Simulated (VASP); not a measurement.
Given:

```yaml
crystal:
  lattice:
    - [0.00000, 3.25665, 3.25665]
    - [3.25665, 0.00000, 3.25665]
    - [3.25665, 3.25665, 0.00000]
  atoms:
    - { symbol: Na, position: [0.00000, 0.00000, 0.00000] }
    - { symbol: I, position: [0.50000, 0.50000, 0.50000] }
```

The numbers are results of PBE GGA, VASP's PBE PAW potentials (set 64) (plane waves; VASP), not measurements. Settings: 400 eV cut-off, 8×8×8 Γ-centred mesh, tetrahedra with Blöchl corrections, potentials Na_pv I.

### Question
The job: NaI (rock salt), 2 atoms, PBE, static run, 400 eV, 8×8×8 Γ-centred mesh. Roughly how much core time does it take on a busy server core?

### Answer
About 8 core-seconds (one run on a shared machine, a rough figure). It had 29 irreducible k-points, 11 bands, up to 1283 plane waves and 13 electronic steps.

The compound is NaI in the rock salt structure. It was relaxed first.
